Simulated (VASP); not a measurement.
Consider the following.

```yaml
crystal:
  lattice:
    - [0.00000, 2.73427, 2.73427]
    - [2.73427, 0.00000, 2.73427]
    - [2.73427, 2.73427, 0.00000]
  atoms:
    - { symbol: Si, position: [0.00000, 0.00000, 0.00000] }
    - { symbol: Si, position: [0.25000, 0.25000, 0.25000] }
```

All values below come from Hartree-Fock, VASP's PBE PAW potentials (set 64) (plane waves; VASP 6.6.1). Run with 520 eV cut-off, 6×6×6 Γ-centred mesh, Gaussian smearing of 0.050 eV, potentials Si.

Problem. What does the run give for the energy per atom (σ→0), pressure, band gap (over the mesh, the named points and PBE's band edges) with the smallest direct gap where there is one?

Solution. 
```json
{
 "band gap (over the mesh, the named points and PBE's band edges)": "6.47 eV",
 "smallest direct gap (over the mesh, the named points and PBE's band edges)": "9.10 eV",
 "energy per atom (σ→0)": "-9.626 eV/atom",
 "pressure": "1.04 GPa"
}
```

The compound is Si in the diamond structure. It was relaxed first.
